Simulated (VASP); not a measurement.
These are PBEsol GGA, VASP's PBE PAW potentials (set 64) (plane waves; VASP 6.6.1) values and carry that method's errors.

Input for VASP

KPOINTS:
```
Automatic mesh
0
Gamma
18 18 18
0 0 0
```

### POSCAR
```
Fe
1
   -1.3751217002     1.3751217002     1.3751217002
    1.3751217002    -1.3751217002     1.3751217002
    1.3751217002     1.3751217002    -1.3751217002
Fe
1
Direct
  0.0000000000   0.0000000000   0.0000000000
```

### INCAR
```
ALGO=Normal
EDIFF=1E-6
EDIFFG=-0.02
ENCUT=500
GGA=PS
IBRION=2
ISIF=3
ISMEAR=1
ISPIN=2
LASPH=.TRUE.
LCHARG=.FALSE.
LMAXMIX=4
LORBIT=10
LREAL=.FALSE.
LWAVE=.FALSE.
MAGMOM=2.1
NELM=100
NSW=40
PREC=Accurate
PSTRESS=200
SIGMA=0.1
SYSTEM=Fe
```

POTCAR, in this order: Fe (PBE.64 set). Program: vasp_std.

Energy and stress use the plane-wave basis of the starting cell.

What does the run give for the energy per atom (σ→0), cell moment, volume per atom, band gap (on the k-mesh)?

```yaml
energy per atom (σ→0): -8.875 eV/atom
cell_moment: 1.99 μB
band gap (on the k-mesh): none (metal, semimetal or under 0.01 eV)
volume_per_atom: 10.05 Å³/atom
```

**OSZICAR**
```
...
DAV:   1    -0.912043664896E+01   -0.35465E+00   -0.61089E+00  7269   0.463E+01    0.475E+00
DAV:   2    -0.889521898264E+01    0.22522E+00   -0.21728E+00  7394   0.225E+01    0.363E+00
DAV:   3    -0.887920380060E+01    0.16015E-01   -0.86925E-02  7545   0.499E+00    0.166E+00
DAV:   4    -0.887660111708E+01    0.26027E-02   -0.13068E-03  7514   0.603E-01    0.410E-01
DAV:   5    -0.887437652702E+01    0.22246E-02   -0.30818E-03  7217   0.606E-01    0.580E-02
DAV:   6    -0.887438574882E+01   -0.92218E-05   -0.70043E-05  7398   0.119E-01    0.331E-02
DAV:   7    -0.887438528359E+01    0.46523E-06   -0.31222E-06  7161   0.228E-02
   3 F= -.76204437E+01 E0= -.76205833E+01  d E =-.118847E-01  mag=     1.9894
```

The compound is Fe in the bcc structure. This run relaxes it under an external pressure of 20 GPa. Symmetry was kept, so distortions that lower it aren't found.
